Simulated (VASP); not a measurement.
The input files of a VASP run:

### KPOINTS
```
Automatic mesh
0
Gamma
4 4 4
0 0 0
```

File POSCAR:
```
Ga4AsP3
1
    5.4844514502     0.0000000000     0.0000000000
   -0.0000000000     5.4844514502    -0.0000000000
    0.0000000000    -0.0000000000     5.4844514502
Ga P As
4 3 1
Direct
  0.9956751621   0.0043248379   0.0043248379
  0.5043248379   0.4956751621   0.0043248379
  0.5043248379   0.0043248379   0.4956751621
  0.9956751621   0.4956751621   0.4956751621
  0.2500000000   0.2500000000   0.2500000000
  0.7500000000   0.7500000000   0.2500000000
  0.7500000000   0.2500000000   0.7500000000
  0.2500000000   0.7500000000   0.7500000000
```

### INCAR
```
EDIFFG=-0.02
EDIFF=1E-6   ! SCF stop (eV)
IBRION=2
ISIF=3
ISMEAR=0   ! Gaussian
LCHARG=F
ENCUT=400   ! plane-wave cut-off (eV)
NELM=100   ! most electronic steps
LREAL=F   ! projection in real space or not
ALGO=Normal   ! blocked Davidson
LASPH=T
NSW=60
SYSTEM=Ga4AsP3
PREC=Accurate
LWAVE=F
GGA=PS
LMAXMIX=4   ! l cut-off of mixed one-centre charges
SIGMA=0.05
```

POTCAR, in this order: Ga_d P As (PBE.64 set). Program: vasp_std.

**Question.** Translate this PBEsol calculation to Ansatz.

**Answer.** One equivalent input (not run):
Ansatz 0.2 input:
```yaml
crystal:
  lattice:
    - [5.4844515, 0.0000000, 0.0000000]
    - [0.0000000, 5.4844515, 0.0000000]
    - [0.0000000, 0.0000000, 5.4844515]
  atoms:
    - { symbol: Ga, position: [0.9956752, 0.0043248, 0.0043248] }
    - { symbol: Ga, position: [0.5043248, 0.4956752, 0.0043248] }
    - { symbol: Ga, position: [0.5043248, 0.0043248, 0.4956752] }
    - { symbol: Ga, position: [0.9956752, 0.4956752, 0.4956752] }
    - { symbol: P, position: [0.2500000, 0.2500000, 0.2500000] }
    - { symbol: P, position: [0.7500000, 0.7500000, 0.2500000] }
    - { symbol: P, position: [0.7500000, 0.2500000, 0.7500000] }
    - { symbol: As, position: [0.2500000, 0.7500000, 0.7500000] }
kpoints:
  mp_grid: { grid: [4, 4, 4] }
hamiltonian:
  xc: pbesol
  pseudopotentials: { kind: paw }
scf:
  occupations: { method: gaussian, width: 0.05 }
  max_iter: 100
relax:
  max_steps: 60
  f_tol: 0.02
  cell: {}
output: { forces: true, stress: true, eigenvalues: true }
```
The two are equivalent in intent, not identical: each code has its own PAW files, so the cut-off isn't converted (ENCUT is set for VASP's; basis.ecutwfc is left out, and Ansatz then takes the one that its files recommend); Ansatz stops its SCF on the density residual and VASP on the energy change (EDIFF).

The structure was generated: Ga4AsP3 was put into an ordered model structure (P-43m), which need not be its known phase. This run relaxes it. Symmetry was kept, so distortions that lower it aren't found. The start is the result of an earlier pass.
